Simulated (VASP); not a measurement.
All values below come from r2SCAN meta-GGA, VASP's PBE PAW potentials (set 64) (plane waves; VASP 6.6.1).

Input for VASP

### INCAR
```
SYSTEM = AgCl
PREC = Accurate; ENCUT = 480; LREAL = F
LASPH = T
EDIFF = 1E-6; NELM = 100; ALGO = Normal
LMAXMIX = 4; LMIXTAU = T
ISMEAR = 0; SIGMA = 0.05
METAGGA = R2SCAN
IBRION = 2; NSW = 60; ISIF = 3
EDIFFG = -0.01
LWAVE = F; LCHARG = F
```

**KPOINTS**
```
K-points
0
gamma
 8 8 8
0 0 0
```

File POSCAR:
```
AgCl
1
    0.0000000000     2.7750000000     2.7750000000
    2.7750000000     0.0000000000     2.7750000000
    2.7750000000     2.7750000000     0.0000000000
Ag Cl
1 1
Direct
  0.0000000000   0.0000000000   0.0000000000
  0.5000000000   0.5000000000   0.5000000000
```

POTCAR, in this order: Ag Cl (PBE.64 set). Program: vasp_std.

The run wrote:

**OUTCAR**
```
 ion  position               nearest neighbor table
   1  0.000  0.000  0.000-   2 2.77   2 2.77   2 2.77   2 2.77   2 2.77   2 2.77
   2  0.500  0.500  0.500-   1 2.77   1 2.77   1 2.77   1 2.77   1 2.77   1 2.77
  LATTYP: Found a face centered cubic cell.
 ALAT       =     5.5500000000
 Subroutine PRICEL returns:
 Original cell was already a primitive cell.
 Subroutine GETGRP returns: Found 48 space group operations
The static configuration has the point symmetry O_h .
The dynamic configuration has the point symmetry O_h .
 Subroutine INISYM returns: Found 48 space group operations
 Subroutine IBZKPT returns following result:
 Found     29 irreducible k-points:

 Following reciprocal coordinates:
            Coordinates               Weight
  0.000000  0.000000  0.000000      1.000000
  0.125000  0.000000  0.000000      8.000000
  0.250000  0.000000  0.000000      8.000000
  0.375000  0.000000  0.000000      8.000000
  0.500000  0.000000  0.000000      4.000000
  0.125000  0.125000  0.000000      6.000000
  0.250000  0.125000  0.000000     24.000000
  0.375000  0.125000  0.000000     24.000000
  0.500000  0.125000  0.000000     24.000000
...
```

File OSZICAR:
```
       N       E                     dE             d eps       ncg     rms          rms(c)
DAV:   1     0.742754856919E+02    0.74275E+02   -0.85401E+03   770   0.119E+03
DAV:   2    -0.295821528079E+02   -0.10386E+03   -0.97671E+02   889   0.259E+02
DAV:   3    -0.336793144932E+02   -0.40972E+01   -0.40829E+01   909   0.548E+01
DAV:   4    -0.337124549962E+02   -0.33141E-01   -0.33138E-01   839   0.552E+00
DAV:   5    -0.337129507386E+02   -0.49574E-03   -0.49574E-03   874   0.681E-01    0.669E+00
DAV:   6    -0.285814879405E+02    0.51315E+01   -0.45948E+00   754   0.258E+01    0.675E+00
DAV:   7    -0.286539676960E+02   -0.72480E-01   -0.23463E-01   774   0.646E+00    0.406E+00
DAV:   8    -0.285855474381E+02    0.68420E-01   -0.23349E-01   754   0.526E+00    0.119E+00
DAV:   9    -0.286368517905E+02   -0.51304E-01   -0.51960E-02   754   0.257E+00    0.444E-01
DAV:  10    -0.286416810147E+02   -0.48292E-02   -0.57104E-03   764   0.106E+00    0.224E-01
DAV:  11    -0.286419852238E+02   -0.30421E-03   -0.52485E-03   799   0.671E-01    0.119E-01
DAV:  12    -0.286424227338E+02   -0.43751E-03   -0.11962E-03   764   0.362E-01    0.650E-02
DAV:  13    -0.286425398882E+02   -0.11715E-03   -0.48902E-04   754   0.325E-01    0.475E-02
DAV:  14    -0.286426528941E+02   -0.11301E-03   -0.39144E-05   799   0.694E-02    0.339E-02
DAV:  15    -0.286426537563E+02   -0.86214E-06   -0.37597E-05   774   0.776E-02    0.608E-03
DAV:  16    -0.286426538400E+02   -0.83750E-07   -0.31799E-06   735   0.208E-02
   1 F= -.28642654E+02 E0= -.28642654E+02  d E =-.286427E+02
       N       E                     dE             d eps       ncg     rms          rms(c)
DAV:   1    -0.286458258558E+02   -0.31721E-02   -0.60040E-02   754   0.276E+00    0.397E-01
DAV:   2    -0.286428349202E+02    0.29909E-02   -0.80907E-03   754   0.111E+00    0.120E-01
DAV:   3    -0.286427522793E+02    0.82641E-04   -0.51363E-04   764   0.233E-01    0.889E-02
DAV:   4    -0.286425662382E+02    0.18604E-03   -0.23604E-04   799   0.145E-01    0.225E-02
DAV:   5    -0.286427704510E+02   -0.20421E-03   -0.61397E-05   779   0.830E-02    0.148E-02
DAV:   6    -0.286427641738E+02    0.62771E-05   -0.22491E-05   764   0.462E-02    0.108E-02
DAV:   7    -0.286427751223E+02   -0.10948E-04   -0.87456E-06   754   0.336E-02    0.454E-03
DAV:   8    -0.286427736894E+02    0.14329E-05   -0.10703E-06   522   0.118E-02    0.340E-03
DAV:   9    -0.286427744338E+02   -0.74440E-06   -0.29039E-07   377   0.551E-03
   2 F= -.28642774E+02 E0= -.28642774E+02  d E =-.120594E-03
```

**OUTCAR**
```
------------------------ aborting loop because EDIFF is reached ----------------------------------------
  FORCE on cell =-STRESS in cart. coord.  units (eV):
  Direction    XX          YY          ZZ          XY          YZ          ZX
  --------------------------------------------------------------------------------------
  Total        0.0008336      0.0008336      0.0008336      0.0000000      0.0000000      0.0000000
  in kB        0.0313846      0.0313846      0.0313846      0.0000000      0.0000000      0.0000000
  external PRESSURE =       0.0313846 kB  Pullay stress =       0.0000000 kB
  volume of cell :       42.56
      direct lattice vectors                 reciprocal lattice vectors
     0.000000000  2.771045218  2.771045218    -0.180437330  0.180437330  0.180437330
     2.771045218  0.000000000  2.771045218     0.180437330 -0.180437330  0.180437330
     2.771045218  2.771045218 -0.000000000     0.180437330  0.180437330 -0.180437330
  FREE ENERGIE OF THE ION-ELECTRON SYSTEM (eV)
  ---------------------------------------------------
  free  energy   TOTEN  =       -28.6427744338 eV

  energy  without entropy=      -28.6427744338  energy(sigma->0) =      -28.64277443

 reached required accuracy - stopping structural energy minimisation
```
(Selected blocks of OUTCAR.)

File CONTCAR:
```
AgCl
   1.00000000000000
     0.0000000000000000    2.7710452177271683    2.7710452177271683
     2.7710452177271683    0.0000000000000000    2.7710452177271683
     2.7710452177271683    2.7710452177271683   -0.0000000000000000
  Ag              Cl
     1     1
Direct
     1.0000000000000000    1.0000000000000000    0.0000000000000000
     0.5000000000000000    0.5000000000000000    0.5000000000000000
```

The compound is AgCl in the rock salt structure. This run relaxes it. Symmetry was kept, so distortions that lower it aren't found.
